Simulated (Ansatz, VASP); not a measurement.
# SbAs: VASP beside Ansatz, part 2 of 2

Wanted: the spread between two codes on one cell, functional and k mesh. The cell is generated by rule, not measured, and may not be a known phase. The cell is taken from a series of runs on this material, whose earlier steps may have relaxed, scaled, displaced or heated it; both programs get it as it stands.

VASP 6.6.1 and Ansatz 0.2.0.

So far: The starting structure; Ansatz: relaxation of cell and atoms, PBEsol, pair 1; VASP: relaxation of cell and atoms, PBEsol, pair 1; Side by side.

## 5. VASP: relaxation of cell and atoms, PBEsol, pair 2

Level of this step: PBEsol; plane waves and PAW (Sb, As); invented cell (VASP).

The relaxed volume is the usual yardstick between codes: in a stiff, nearly cubic crystal its relative difference is about their pressure difference at one cell divided by the bulk modulus. This pair takes another cell of the material, with 4 atoms against 2 for the pair before.

INCAR

```
SYSTEM = SbAs
PREC = Accurate
ENCUT = 500
EDIFF = 1E-07
NELM = 120
ISMEAR = 1
SIGMA = 0.2
LREAL = .FALSE.
ALGO = Normal
GGA = PS
NBANDS = 16
LORBIT = 11
LWAVE = .FALSE.
LCHARG = .FALSE.
ISIF = 3
IBRION = 2
NSW = 80
EDIFFG = -0.005
LASPH = .TRUE.
GGA_COMPAT = .FALSE.
NELMIN = 4
KPAR = 2
```

POSCAR

```
SbAs
1.0
    4.8633280000     -0.0000030000      0.0000000000
   -2.4316610000      4.2117680000      0.0000000000
    0.0000000000      0.0000000000      6.0119590000
Sb As
2 2
Direct
    0.3333333333      0.6666665479      0.9648147550
    0.6666666667      0.3333332145      0.4648147550
    0.3333333333      0.6666665479      0.4101853073
    0.6666666667      0.3333332145      0.9101853073
```

KPOINTS

```
Automatic mesh
0
Gamma
12 12 6
0 0 0
```

The projector-augmented-wave data sets are Sb and As (PBE family, release 64).

Launch:

```bash
$ mpirun -np 2 vasp_std
```

Numbers of over 12 decimals in the logs are rounded to 6 here.

Log:

```text
[banner, memory and clock lines left out]
running    2 mpi-ranks, on    1 nodes
[...]
[... a notice as in an earlier step ...]

 LDA part: xc-table for (Slater+PW92), standard interpolation
 POSCAR, INCAR and KPOINTS ok, starting setup
[...]
entering main loop
       N       E                     dE             d eps       ncg     rms          rms(c)
DAV:   1     0.878493738542E+02    0.87849E+02   -0.70384E+03  2432   0.964E+02
DAV:   2    -0.120484116028E+02   -0.99898E+02   -0.96888E+02  3352   0.158E+02
DAV:   3    -0.186785661291E+02   -0.66302E+01   -0.65856E+01  3216   0.461E+01
DAV:   4    -0.187587671629E+02   -0.80201E-01   -0.80150E-01  2824   0.587E+00
[...]
DAV:  12    -0.185703324724E+02    0.71097E-06   -0.69225E-06  3128   0.148E-02    0.591E-03
DAV:  13    -0.185703335706E+02   -0.10982E-05   -0.27715E-06  2920   0.796E-03    0.145E-03
DAV:  14    -0.185703335826E+02   -0.12091E-07   -0.98453E-08  2320   0.184E-03
   1 F= -.18570334E+02 E0= -.18570468E+02  d E =-.185703E+02
[... from here on, the cycles between the ionic steps are left out ...]
   2 F= -.18570515E+02 E0= -.18570726E+02  d E =-.181436E-03
   3 F= -.18570572E+02 E0= -.18570757E+02  d E =-.238530E-03
   4 F= -.18570572E+02 E0= -.18570758E+02  d E =-.238428E-03
   5 F= -.18570590E+02 E0= -.18570756E+02  d E =-.181289E-04
   6 F= -.18570601E+02 E0= -.18570734E+02  d E =-.293995E-04
   7 F= -.18570612E+02 E0= -.18570746E+02  d E =-.109770E-04
   8 F= -.18570628E+02 E0= -.18570766E+02  d E =-.266266E-04
[...]
reached required accuracy - stopping structural energy minimisation
```

OUTCAR, selected parts (step 5):

```text
  Total       -0.0017877     -0.0017877      0.0011847     -0.0000000      0.0000000      0.0000000
  in kB       -0.0232158     -0.0232158      0.0153847     -0.0000000      0.0000000      0.0000000
  external PRESSURE =      -0.0103490 kB  Pullay stress =       0.0000000 kB

 POSITION                                       TOTAL-FORCE (eV/Angst)
 -----------------------------------------------------------------------------------
      0.00000      2.81066      5.79626        -0.000000     -0.000000     -0.000743
      2.43411      1.40533      2.79073         0.000000      0.000000     -0.000743
      0.00000      2.81066      2.46895         0.000000      0.000000      0.000743
      2.43411      1.40533      5.47448        -0.000000     -0.000000      0.000743
 -----------------------------------------------------------------------------------
    total drift:                               -0.000236      0.000308     -0.000417

  FREE ENERGIE OF THE ION-ELECTRON SYSTEM (eV)
  ---------------------------------------------------
  free  energy   TOTEN  =       -18.5706280372 eV

  energy  without entropy=      -18.5710410975  energy(sigma->0) =      -18.57076572

[... 1 part as in an earlier step ...]

[... 3 further parts left out ...]
[key lines of the parts left out:]
E-fermi :   4.7741
```

## 6. Ansatz: relaxation of cell and atoms, PBEsol, pair 2

The same cell, functional, mesh and smearing now go to Ansatz, which takes its cutoff from its data sets.

The cell is taken from a series of runs on this material, whose earlier steps may have relaxed, scaled, displaced or heated it; both programs get it as it stands.

input.yaml

```yaml
crystal:
  lattice:
    - [4.8633284618, -3.2091e-06, 0.0]
    - [-2.4316614517, 4.2117675994, 0.0]
    - [0.0, 0.0, 6.0119594705]
  atoms:
    - { symbol: Sb, position: [0.3333333333, 0.6666666667, -0.0351852767] }
    - { symbol: Sb, position: [0.6666666667, 0.3333333333, 0.4648147233] }
    - { symbol: As, position: [0.3333333333, 0.6666666667, 0.4101852767] }
    - { symbol: As, position: [0.6666666667, 0.3333333333, 0.9101852767] }
kpoints:
  mp_grid: { grid: [12, 12, 6] }
hamiltonian:
  xc: pbesol
scf:
  occupations: { method: methfessel_paxton, width: 0.2 }
output:
  forces: true
  stress: true
  eigenvalues: true
relax:
  adjacent_minimum: "off"
  f_tol: 0.001
  max_steps: 60
  cell: { stress_tol: 0.01 }
```

Launch:

```bash
$ ansatz run input.yaml --threads 4 --pin off --max-ram 7168MiB --backend cpu --events-out ev --progress --plain --runs-dir out
```

Log:

```text
[...]
Crystal: 4 atoms, lattice volume = 123.144 Å³
Basis set: ecut = 420 eV, 2415 PW (Γ), exchange–correlation on 72×72×90 points (8 copies of the dense FFT grid, shifted against one another)
Bands: 36, of which v1, the nominal top of the filled ones, is band 30 counted from 1 (29 counted from 0)
Symmetry: 12 space group operations
[...]
k-points: 76 of 864 (time reversal used)
[...]
--- Relaxed structure (3 steps of the walk, 3 accepted, 1 SCFs on fresh bases) ---
[...]
cell:  # Å, volume = 123.1454 Å³
    - [4.863995, -3.2095615491001175e-6, 0]
    - [-2.431995, 4.212345, 0]
    - [0, 0, 6.010373]
  atoms:
    - { symbol: Sb, position: [0.333333, 0.666667, -0.035183] }
    - { symbol: Sb, position: [0.666667, 0.333333, 0.464817] }
    - { symbol: As, position: [0.333333, 0.666667, 0.410183] }
    - { symbol: As, position: [0.666667, 0.333333, 0.910183] }
[key lines of the parts left out:]
SCF converged after 7 iterations
Free energy (F): -22441.443056 eV
Fermi energy:    8.013039 eV
P = ⅓ Tr σ = -0.0001 GPa (-0.001 kbar)
```

## 7. Differences

What differs besides the data sets and the points named for the pairs above, as far as they apply: the data sets hold 60 valence electrons in Ansatz (on its default PAW (the set named soft_2) files) and 20 in VASP. Total energies have different zeros and are not compared.

The two programs side by side:

```
                                         quantity  Ansatz    VASP  difference
                                      volume (Å³)  123.15  123.37     -0.18 %
edge a after relaxation, in the typed setting (Å)   4.864   4.868     -0.09 %
edge c after relaxation, in the typed setting (Å)   6.010   6.011     -0.01 %
```

## 8. Outcome

```
difference in volume (relaxation of cell and atoms, PBEsol, pair 1) : -0.11 %
difference in volume (relaxation of cell and atoms, PBEsol, pair 2) : -0.18 %
```

What this shows: The difference in volume is -0.18 % (relaxation of cell and atoms, PBEsol, pair 2), within the 1.2 % picked in this series as the mark of a large difference, as far as the stopping tolerances let one tell. The data sets hold unlike numbers of valence electrons (30 in Ansatz and 10 in VASP and 60 in Ansatz and 20 in VASP), so part of the differences comes from the potentials. 1 further run of this series is not shown here. Such differences can come from data sets, numerical settings and the points named under the comparisons, not from the functional's error against experiment.

[Lines on the potential files, build, host, timing and source positions are cut from VASP's logs without a mark.]

[Logs are printed without paths, hosts, clocks, repeated set-up lines and the standing remarks that a program may print on its own settings, such as how far it seeks lower states.]

[Hosts, paths, dates, database ids (printed as entryN), source tags and the programs' standing remarks are cut or masked in the printed files.]
